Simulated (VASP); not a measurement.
Relaxed, unreconstructed slabs of Li (bcc). Method: r2SCAN meta-GGA, VASP's PBE PAW potentials (set 64) (plane waves; VASP 6.6.1).

Slab and bulk use different k-meshes, so the surface energy is good to a few per cent at best.

Problem. Order the faces (110) [4 atoms], (100) [6 atoms] by surface energy, lowest first.

Solution. (100) [6 atoms] (0.46 J/m²), (110) [4 atoms] (0.51 J/m²)

Problem. And what are their work functions?

Solution. (110) [4 atoms] 3.24 eV, (100) [6 atoms] 3.09 eV.

Runs of the series that failed, ran out of time, didn't relax or are held back are left out, and each face is given by its thickest slab.

The cell is a thin slab with vacuum, built from Li (bcc).
